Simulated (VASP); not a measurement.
Here is the system:

```
CELL_PARAMETERS angstrom
      4.72813     0.00000     0.00000
     -2.36407     4.09468     0.00000
      0.00000     0.00000    15.38981
ATOMIC_POSITIONS crystal
  Cd 0.66667 0.33333 0.50000
  Te 0.33333 0.66667 0.50000
```

All values below come from r2SCAN meta-GGA, VASP's PBE PAW potentials (set 64) (plane waves; VASP 6.6.1). Run with 400 eV cut-off, 7×7×1 Γ-centred mesh, tetrahedra with Blöchl corrections, potentials Cd Te.

The cell holds a wide vacuum, so values per volume refer to the whole cell. Unless said otherwise, spin-orbit coupling is left out, though it shifts the bands of the heavy elements here.

**Question.** Give the energies of bands 7 to 12 at the high-symmetry points, in eV from the valence-band maximum.

**Answer.** 
```tsv
band	Γ	M	K
7	-1.05	-3.77	-3.66
8	-0.08	-1.26	-2.30
9	-0.08	-0.14	0.00
10	1.41	3.06	4.13
11	5.35	4.11	5.21
12	5.72	7.33	6.59
```

The gap is indirect, 1.41 eV, from the valence maximum at K to the conduction minimum at Γ.

The cell is a sheet with vacuum, built from a generated structure.
